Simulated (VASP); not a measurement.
VASP runs on NbAs2 (space group C2/m) share one base input (LDA (Ceperley-Alder, Perdew-Zunger), plane waves, VASP's LDA PAW potentials (set 64)) and change the settings named in each case.

INCAR:
```
! general
SYSTEM  = NbAs2
PREC    = Accurate
ENCUT   = 300   ! plane-wave cut-off (eV)
LREAL   = F   ! projection in real space or not
LASPH   = T   ! aspherical one-centre terms

! electronic loop
EDIFF   = 1E-6   ! SCF stop (eV)
NELM    = 100   ! most electronic steps
ALGO    = Normal   ! blocked Davidson
LMAXMIX = 4

! smearing
ISMEAR  = -1   ! Fermi-Dirac
SIGMA   = 0.05   ! width (eV)

! ions
ISIF    = 2   ! forces and stress, cell fixed

! output
LWAVE   = F
LCHARG  = F
```

KPOINTS:
```
Automatic mesh
0
G
  4 4 2
0 0 0
```

POSCAR:
```
NbAs2
1
    4.6840000000    -1.6980000000     0.0000000000
    4.6840000000     1.6980000000     0.0000000000
   -3.8309300000     0.0000000000     6.7932600000
Nb As
2 4
Direct
  0.1574000000   0.1574000000   0.1965000000
  0.8426000000   0.8426000000   0.8035000000
  0.4059000000   0.4059000000   0.1084000000
  0.5941000000   0.5941000000   0.8916000000
  0.8600000000   0.8600000000   0.4720000000
  0.1400000000   0.1400000000   0.5280000000
```

POTCAR, in this order: Nb_sv As (LDA.64 set). Program: vasp_std.

| change | E(σ→0) (eV/atom) | pressure (GPa) | largest force (eV/Å) | −TS (eV) |
|---|---|---|---|---|
| base run | -7.9390 | -5.05 | 0.264 | -0.0052 |
| GGA = PS, POTCAR Nb_sv As (PBE.64 set) | -7.6414 | -2.48 | 0.248 | -0.0052 |
| GGA_COMPAT = .FALSE., LNONCOLLINEAR = .TRUE., LSORBIT = .TRUE., MAGMOM = 0.0 0.0 0.0 0.0 0.0 0.0 0.0 0.0 0.0 0.0 0.0 0.0 0.0 0.0 0.0 0.0 0.0 0.0, program vasp_ncl | -7.9777 | -5.02 | 0.263 | -0.0053 |
| KPOINTS 1×1×1 Γ-centred mesh | -6.9905 | 0.71 | 3.269 | 0.0000 |
 Energies of different potentials or functionals have different zeros.  At 300 eV the pressure can carry a Pulay error.

Left out are runs that ran out of time, are held back, or changed the cell or the kind of run, fixed moments of cells without a moment, rows past the twelfth, gaps on odd meshes, pressures of charged cells and columns that move by less than the noise.

The structure comes from a measured NbAs2 entry of the Crystallography Open Database, whose conditions weren't checked. The cell was not relaxed at this level, forces remain on its atoms.
